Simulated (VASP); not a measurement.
```xyz
2
Lattice="3.8949 0.0000 0.0000 0.0000 3.8949 0.0000 0.0000 0.0000 3.8949" Properties=species:S:1:pos:R:3 pbc="T T T"
Tl     0.0000     0.0000     0.0000
Cl     1.9474     1.9474     1.9474
```

These are PBE GGA, VASP's PBE PAW potentials (set 64) (plane waves; VASP) values and carry that method's errors. Settings: 520 eV cut-off, 6×6×6 Γ-centred mesh, Gaussian smearing of 0.050 eV, potentials Tl_d Cl.

Unless said otherwise, spin-orbit coupling is left out, though it shifts the bands of the heavy elements here.

Estimate the energy per atom (σ→0), band gap (on the k-mesh) with the smallest direct gap where there is one.

```
Item                                          Value
-----------------------------------  --------------
band gap (on the k-mesh)                    2.20 eV
smallest direct gap (on the k-mesh)         2.20 eV
energy per atom (σ→0)                -3.008 eV/atom
```

The compound is TlCl in the CsCl type structure. It was relaxed first.
